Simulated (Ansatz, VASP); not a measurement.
One calculation of In3S2, two programs

```
CELL_PARAMETERS angstrom
5.91857 0.00000 0.00000
-2.95928 5.12563 0.00000
0.00000 0.00000 8.41535
ATOMIC_POSITIONS crystal
In 0.33333 0.66667 0.75333
In 0.33333 0.66667 0.24667
In 0.66667 0.33333 0.24667
In 0.66667 0.33333 0.75333
In 0.00000 0.00000 0.69729
In 0.00000 0.00000 0.30271
S 0.00000 0.00000 0.50000
S 0.33333 0.66667 0.00000
S 0.66667 0.33333 0.00000
S 0.00000 0.00000 0.00000
```

Alike in both runs: task single point; functional PBE; k mesh 3 × 3 × 2; occupations gaussian, width 0.1 eV; no spin polarisation.

```csv
,VASP,Ansatz
version,VASP 6.6.1,Ansatz 0.2.0
potentials or method,"VASP PAW PBE potentials, release 64 (In_d, S)","scalar-relativistic, plane waves, PAW"
plane-wave cutoff (eV),520,420
valence electrons in the cell,102,102
```

|  | VASP | Ansatz | Ansatz less VASP |
| --- | --- | --- | --- |
| gap on the k mesh at the Fermi level (eV) | none | none | - |
| rms of the force components (eV/Å) | 10.480 | 10.387 | -0.0930 |

Atom by atom the forces differ by 0.120 eV/Å (rms over components). A gap of «none» marks a metal or a gap that the smearing closes.

Caveats: the k mesh is coarse (spacing up to 0.41 Å⁻¹), so the values aren't converged; forces of over 1 eV/Å show positions far from the minimum, so gaps and moduli don't describe the material at rest.
